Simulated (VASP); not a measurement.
Data:

```
WSi2
1.0
   -1.60176     1.60176     3.91188
    1.60176    -1.60176     3.91188
    1.60176     1.60176    -3.91188
Si W
2 1
Cartesian
  0.00000   0.00000   5.20709
  0.00000   0.00000   2.61668
  0.00000   0.00000   0.00000
```

Level of theory: PBEsol GGA, VASP's PBE PAW potentials (set 64) (plane waves; VASP). Settings: 480 eV cut-off, 12×12×12 Γ-centred mesh, first-order Methfessel-Paxton smearing of 0.10 eV, potentials Si W_sv.

Energy and stress use the plane-wave basis of the starting cell.

Q: The ions, cell shape and volume at an external pressure of 30.0 GPa are relaxed. Predict the relaxed structure.

A: 
```
WSi2
1.0
   -1.54370     1.54370     3.79755
    1.54370    -1.54370     3.79755
    1.54370     1.54370    -3.79755
Si W
2 1
Direct
  0.66706   0.66706   0.00000
  0.33294   0.33294   0.00000
  0.00000   0.00000   0.00000
```
Space group I4/mmm (139), at a tolerance of 0.03 Å.

Q: How do energy and volume change from the first to the last step?

A: The energy (σ→0) changes by +111.9 meV/atom and the volume by -9.8 %, in 9 ionic steps.

The compound is WSi2 in the MoSi2 type structure. This run relaxes it under an external pressure of 30 GPa. Symmetry was kept, so distortions that lower it aren't found.
